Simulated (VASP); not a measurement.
AlPd$_{3}$ (space group Pm-3m): computed properties

The numbers are results of LDA (Ceperley-Alder, Perdew-Zunger), VASP's LDA PAW potentials (set 64) (plane waves; VASP), not measurements.

```yaml
space_group: Pm-3m (221)
cell: a = b = c = 3.8156 Å, α = β = γ = 90.00°
volume_per_atom: 13.89 Å³/atom
band gap (over mesh and band path): none (metal, semimetal or under 0.01 eV)
band_gap_with_spin_orbit_coupling: none (metallic)
density: 10.35 g/cm³
```

```yaml
crystal:
  lattice:
    - [3.81561, 0.00000, 0.00000]
    - [0.00000, 3.81561, 0.00000]
    - [0.00000, 0.00000, 3.81561]
  atoms:
    - { symbol: Al, position: [0.00000, 0.00000, 0.00000] }
    - { symbol: Pd, position: [0.00000, 0.50000, 0.50000] }
    - { symbol: Pd, position: [0.50000, 0.00000, 0.50000] }
    - { symbol: Pd, position: [0.50000, 0.50000, 0.00000] }
```

The structure comes from a computed database's AlPd3 entry (Pm-3m); how it stands against other phases isn't given here. It was relaxed first. Symmetry was kept, so distortions that lower it aren't found. The electron count is odd and the run is not spin-polarised, which forces a metal.
